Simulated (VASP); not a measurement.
```
CELL_PARAMETERS angstrom
      0.00000     2.25206     2.25206
      2.25206     0.00000     2.25206
      2.25206     2.25206     0.00000
ATOMIC_POSITIONS crystal
  B  0.00000 0.00000 0.00000
  Rh 0.50000 0.50000 0.50000
```

Method: PBE GGA, VASP's PBE PAW potentials (set 64) (plane waves; VASP). Numerical set-up: 520 eV cut-off, 5×5×5 Monkhorst-Pack mesh, first-order Methfessel-Paxton smearing of 0.10 eV, potentials B Rh_pv.

**Question.** Give the stress tensor in GPa (positive for a compressed cell).

**Answer.** 
```
-17.08    0.00    0.00
  0.00  -17.08    0.00
  0.00    0.00  -17.08
```
The pressure is its mean diagonal, -17.08 GPa.

The structure was generated: BRh was put into the rocksalt type (Fm-3m), which need not be its known phase. The cell was not relaxed at this level. The k-mesh is coarse (spacing up to 0.48 per Å, 2π included), so the numbers may not be converged in it. The run is one of a series of settings (KPOINTS 5×5×5 Monkhorst-Pack mesh against the base run), some of them coarse on purpose.
